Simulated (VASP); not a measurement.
Output of a VASP run:

### OSZICAR
```
       N       E                     dE             d eps       ncg     rms          rms(c)
DAV:   1     0.258579823984E+03    0.25858E+03   -0.16109E+04  5272   0.213E+03
DAV:   2     0.933923571341E+01   -0.24924E+03   -0.23300E+03  5424   0.403E+02
DAV:   3    -0.200755704027E+02   -0.29415E+02   -0.28343E+02  5808   0.163E+02
DAV:   4    -0.209067791117E+02   -0.83121E+00   -0.82671E+00  5832   0.283E+01
DAV:   5    -0.209266371355E+02   -0.19858E-01   -0.19851E-01  6156   0.429E+00    0.215E+01
DAV:   6    -0.194558509085E+02    0.14708E+01   -0.38729E+01  8152   0.126E+02    0.225E+01
DAV:   7    -0.205838586910E+02   -0.11280E+01   -0.54084E+00  6420   0.514E+01    0.117E+01
DAV:   8    -0.207574864071E+02   -0.17363E+00   -0.17624E+00  7792   0.267E+01    0.872E+00
DAV:   9    -0.208853417060E+02   -0.12786E+00   -0.28767E-01  7772   0.183E+01    0.182E+00
DAV:  10    -0.208748465493E+02    0.10495E-01   -0.16715E-01  8020   0.757E+00    0.489E-01
DAV:  11    -0.208780618518E+02   -0.32153E-02   -0.33741E-02  5380   0.194E+00    0.145E-01
DAV:  12    -0.208783809467E+02   -0.31909E-03   -0.68449E-04  8756   0.443E-01    0.820E-02
DAV:  13    -0.208785223784E+02   -0.14143E-03   -0.59663E-04  7824   0.730E-01    0.715E-02
DAV:  14    -0.208785214180E+02    0.96037E-06   -0.16869E-04  7688   0.327E-01    0.250E-02
DAV:  15    -0.208785223780E+02   -0.96000E-06   -0.40964E-05  6748   0.848E-02    0.586E-03
DAV:  16    -0.208785227619E+02   -0.38391E-06   -0.13836E-06  3316   0.177E-02
   1 F= -.20878523E+02 E0= -.20878523E+02  d E =-.672121E-17  mag=     0.0000
```

### OUTCAR
```
------------------------ aborting loop because EDIFF is reached ----------------------------------------
  FORCE on cell =-STRESS in cart. coord.  units (eV):
  Direction    XX          YY          ZZ          XY          YZ          ZX
  --------------------------------------------------------------------------------------
  Total        0.2607456      0.2607456      0.2607456     -0.0216405     -0.0216405     -0.0216405
  in kB       11.4400702     11.4400702     11.4400702     -0.9494633     -0.9494633     -0.9494633
  external PRESSURE =      11.4400702 kB  Pullay stress =       0.0000000 kB
  volume of cell :       36.52
      direct lattice vectors                 reciprocal lattice vectors
     4.180000000  2.090000000  2.090000000     0.358851675 -0.119617225 -0.119617225
     2.090000000  4.180000000  2.090000000    -0.119617225  0.358851675 -0.119617225
     2.090000000  2.090000000  4.180000000    -0.119617225 -0.119617225  0.358851675
 POSITION                                       TOTAL-FORCE (eV/Angst)
 -----------------------------------------------------------------------------------
      0.00000      0.00000      0.00000        -0.000000      0.000000     -0.000000
      4.18000      4.18000      4.18000        -0.000000      0.000000     -0.000000
      2.09000      2.09000      2.09000         0.000000      0.000000     -0.000000
      6.27000      6.27000      6.27000        -0.000000     -0.000000      0.000000
 -----------------------------------------------------------------------------------
    total drift:                                0.000000     -0.000000     -0.000000
  FREE ENERGIE OF THE ION-ELECTRON SYSTEM (eV)
  ---------------------------------------------------
  free  energy   TOTEN  =       -20.8785227619 eV

  energy  without entropy=      -20.8785227619  energy(sigma->0) =      -20.87852276

 total charge

# of ion       s       p       d       tot
------------------------------------------
    1        0.339   0.417   8.241   8.997
    2        0.339   0.417   8.241   8.997
    3        1.551   3.463   0.000   5.015
    4        1.551   3.463   0.000   5.015
--------------------------------------------------
tot          3.781   7.761  16.482  28.024

 magnetization (x)

# of ion       s       p       d       tot
------------------------------------------
    1       -0.004  -0.007   1.702   1.691
    2        0.004   0.007  -1.702  -1.691
    3        0.000   0.000   0.000   0.000
    4        0.000   0.000   0.000   0.000
--------------------------------------------------
tot          0.000   0.000   0.000   0.000
```
(Selected blocks of OUTCAR.)

### POSCAR
```
NiO
1
    4.1800000000     2.0900000000     2.0900000000
    2.0900000000     4.1800000000     2.0900000000
    2.0900000000     2.0900000000     4.1800000000
Ni O
2 2
Direct
  0.0000000000   0.0000000000   0.0000000000
  0.5000000000   0.5000000000   0.5000000000
  0.2500000000   0.2500000000   0.2500000000
  0.7500000000   0.7500000000   0.7500000000
```

Problem. Write an INCAR and KPOINTS that could have produced this output.

Solution. One answer among several that fit: the input of the run itself, PBE GGA + U (Dudarev), plane waves, VASP's PBE PAW potentials (set 64).

File KPOINTS:
```
Regular mesh
0
gamma
 8 8 8
```

### INCAR
```
ALGO = Normal
EDIFF = 1E-6
ENCUT = 520
GGA = PE
ISIF = 2
ISMEAR = 0
ISPIN = 2
LASPH = .TRUE.
LCHARG = .FALSE.
LDAU = .TRUE.
LDAUJ = 0 0
LDAUL = 2 -1
LDAUPRINT = 1
LDAUTYPE = 2
LDAUU = 5.0 0
LMAXMIX = 4
LORBIT = 10
LREAL = .FALSE.
LWAVE = .FALSE.
MAGMOM = 2.0 -2.0 2*0.0
NELM = 100
PREC = Accurate
SIGMA = 0.05
SYSTEM = NiO
```

POTCAR, in this order: Ni O (PBE.64 set). Program: vasp_std.

The compound is NiO in the rock salt, AFM-II order structure. The cell was not relaxed at this level. The run is one of a series of settings (LDAU = .TRUE., LDAUJ = 0 0, LDAUL = 2 -1, LDAUTYPE = 2, LDAUU = 5.0 0 against the base run), some of them coarse on purpose.
